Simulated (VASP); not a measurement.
Data:

```
BiVO4
1.0
   -2.56106     2.56106     5.79606
    2.56106    -2.56106     5.79606
    2.56106     2.56106    -5.79606
V Bi O
2 2 8
Cartesian
  0.01117   0.00775   5.77619
  2.58630   0.00844   2.90223
  0.00518   0.00560   0.01268
  0.00421   2.54498   2.87548
  3.26585   1.29173  -0.93473
  3.82737   0.73627   1.96920
 -0.72834   1.30807   4.89016
  1.29295  -0.70883   1.99361
  1.83806   1.24358   3.81754
  1.26124   1.82239   0.94820
  3.27540  -1.28839   3.81527
  1.28799   0.71158   6.71057
```

Method: PBEsol GGA, VASP's PBE PAW potentials (set 64) (plane waves; VASP 6.6.1). Run with 400 eV cut-off, 3×3×4 Γ-centred mesh shifted by (0.5, 0.5, 0.5), Gaussian smearing of 0.050 eV, potentials V_sv Bi_d O.

At this cut-off the stress carries a Pulay error, which pulls relaxed volumes low.

**Question.** Give the force on each atom (eV/Å).

**Answer.** 
| atom | Fx | Fy | Fz |
|---|---|---|---|
| V1 | -0.829 | -0.248 | 0.784 |
| V2 | -0.679 | -0.650 | -0.100 |
| Bi3 | 0.182 | 0.107 | 0.004 |
| Bi4 | 0.133 | 0.130 | -0.026 |
| O5 | -0.010 | 0.114 | 0.138 |
| O6 | 0.411 | 0.103 | -0.159 |
| O7 | 0.203 | -0.334 | 0.068 |
| O8 | -0.012 | -0.085 | -0.093 |
| O9 | -0.107 | 0.404 | 0.305 |
| O10 | 0.802 | 0.480 | -0.791 |
| O11 | 0.095 | 0.049 | 0.029 |
| O12 | -0.189 | -0.069 | -0.160 |

**Question.** Give the stress tensor in GPa (positive for a compressed cell).

**Answer.** 
```
-7.23  -0.64   0.05
-0.64  -6.28   0.53
 0.05   0.53  -6.78
```
The pressure is its mean diagonal, -6.76 GPa.

The structure comes from a computed database's VBiO4 entry; how it stands against other phases isn't given here. The cell was not relaxed at this level, atoms are displaced from their ideal sites. The k-mesh is coarse (spacing up to 0.45 per Å, 2π included), so the numbers may not be converged in it. The run is not spin-polarised, so no magnetic state was tried.
